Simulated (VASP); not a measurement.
Given:

```
Cu2SnZnS4
1.0
   -2.74437     2.74437     5.48967
    2.74437    -2.74437     5.48967
    2.74437     2.74437    -5.48967
Zn Cu Sn S
1 2 1 4
Direct
  0.75000   0.25000   0.50000
  0.00000   0.00000   0.00000
  0.25000   0.75000   0.50000
  0.50000   0.50000   0.00000
  0.36432   0.37124   0.47758
  0.62876   0.10634   0.99308
  0.89366   0.88674   0.52242
  0.11326   0.63568   0.00692
```

These are PBE GGA, VASP's PBE PAW potentials (set 64) (plane waves; VASP) values and carry that method's errors. Run with 300 eV cut-off, 5×5×5 Γ-centred mesh, first-order Methfessel-Paxton smearing of 0.20 eV, potentials Zn Cu Sn_d S.

At this cut-off the stress carries a Pulay error, which pulls relaxed volumes low.

Task: Give the stress tensor in GPa (positive for a compressed cell).

Result: 
```
-1.23   0.00   0.00
 0.00  -1.23   0.00
 0.00   0.00  -1.27
```
The pressure is its mean diagonal, -1.24 GPa.

The structure comes from a computed database's ZnCu2SnS4 entry, a phase known from measurement. The cell was not relaxed at this level. The k-mesh is coarse (spacing up to 0.32 per Å, 2π included), so the numbers may not be converged in it.
